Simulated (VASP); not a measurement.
Set up this calculation in VASP 6.6.1, as the native input.

| Item | Value |
| --- | --- |
| Task | single point |
| Functional | LDA |
| Potentials or basis | VASP PAW LDA potentials, release 64 (Zr_sv, C) |
| Cutoff | 520 eV |
| k mesh | 6 × 6 × 6 |
| Occupations | gaussian, width 0.05 eV |
| Spin | no spin polarisation |
| Dipole correction | no |
| Further INCAR settings | ALGO = Fast; EDIFF = 1e-06; NBANDS = 15 |

The structure of ZrC lies in POSCAR:

```
ZrC
1.0
    0.0000000000      2.3200000000      2.3200000000
    2.3200000000      0.0000000000      2.3200000000
    2.3200000000      2.3200000000      0.0000000000
Zr C
1 1
Direct
    0.0000000000      0.0000000000      0.0000000000
    0.5000000000      0.5000000000      0.5000000000
```

The cell was built by a generator and isn't the measured one.

These files were run (other wordings do the same):

INCAR

```
ALGO = Fast ; EDIFF = 1E-6
ENCUT = 520 ; GGA = CA
ISIF = 2 ; ISMEAR = 0
LASPH = T ; LCHARG = F
LREAL = F ; LWAVE = F
NBANDS = 15 ; NELM = 100
PREC = Accurate ; SIGMA = 0.05
```

KPOINTS

```
k-points
0
Gamma
  6 6 6
```

Potentials or basis: VASP PAW LDA potentials, release 64 (Zr_sv, C).

Launch:

```console
$ cat potpaw_LDA.64/Zr_sv/POTCAR potpaw_LDA.64/C/POTCAR > POTCAR
$ mpirun -np 1 vasp_std > vasp.out
```

It gave:

- Pressure: 1.1 GPa
- Band gap on the k mesh: none (metal or under the smearing width)

Caveat: the k mesh is coarse (spacing up to 0.39 Å⁻¹), so the values aren't converged.

It took 4.1 s on 1 thread of AMD EPYC 9R45 96-Core Processor (Zen 5), with other jobs on the host, peak memory 0.1 GiB.
